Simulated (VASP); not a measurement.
Here is the system:

```
PbO
1.0
    4.06031     0.00000     0.00000
    0.00000     4.06031     0.00000
    0.00000     0.00000     5.55419
Pb O
2 2
Direct
  0.50000   0.00000   0.76500
  0.00000   0.50000   0.23500
  0.50000   0.50000   0.00000
  0.00000   0.00000   0.00000
```

The numbers are results of PBE GGA, VASP's PBE PAW potentials (set 64) (plane waves; VASP 6.6.1), not measurements. Run with PREC = Normal, EDIFF = 1E-5, 500 eV cut-off, 7×7×6 Γ-centred mesh, Gaussian smearing of 0.050 eV, potentials Pb_d O.

Without a dispersion term in the relaxation, distances and binding between the weakly bound layers, chains or molecules are unreliable, and so is what depends on them.

Task: The ions are relaxed. What does this cell relax into?

Result: 
```
PbO
1.0
    4.06031     0.00000     0.00000
    0.00000     4.06031     0.00000
    0.00000     0.00000     5.55419
Pb O
2 2
Cartesian
  2.03015   0.00000   4.36228
  4.06031   2.03015   1.19190
  2.03015   2.03015   0.00000
  4.06031   4.06031   0.00000
```
Space group P4/nmm (129), at a tolerance of 0.03 Å.

Task: How much energy does the relaxation gain?

Result: The energy (σ→0) changes by -46.9 meV/atom, in 4 ionic steps.

The compound is PbO in the litharge structure. This run relaxes the ions in a fixed cell. Symmetry was kept, so distortions that lower it aren't found.
